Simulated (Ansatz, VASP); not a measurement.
Two plane-wave programs on BeB

```
Be B
1.0
     1.49749   -3.36193    0.00000
     1.49749    3.36193    0.00000
     0.00000    0.00000    2.92197
Be B
2 2
Direct
  0.85845 0.14155 0.25000
  0.14155 0.85845 0.75000
  0.56285 0.43715 0.25000
  0.43715 0.56285 0.75000
```

Alike in both runs: functional PBE; k mesh 16 × 16 × 16; occupations gaussian, width 0.1 eV; no spin polarisation.

Ansatz relaxed the structure, and its values are those at the end. VASP's run is a single point on that final structure, the one shown.

|  | VASP | Ansatz |
| --- | --- | --- |
| version | VASP 6.6.1 | Ansatz 0.2.0 |
| potentials or method | VASP PAW PBE potentials, release 64 (Be, B) | scalar-relativistic, plane waves, PAW |
| plane-wave cutoff (eV) | 520 | 420 |
| valence electrons in the cell | 10 | 10 |

Ansatz gave:

| Property | Result |
| --- | --- |
| gap on the k mesh at the Fermi level (eV) | none |
| pressure (GPa) | 0.0 |
| rms of the force components (eV/Å) | 0.002 |

What did VASP give for the same quantities?

gap on the k mesh at the Fermi level (eV): none; pressure (GPa): 0.2; rms of the force components (eV/Å): 0.005.

A gap of «none» marks a metal or a gap that the smearing closes.
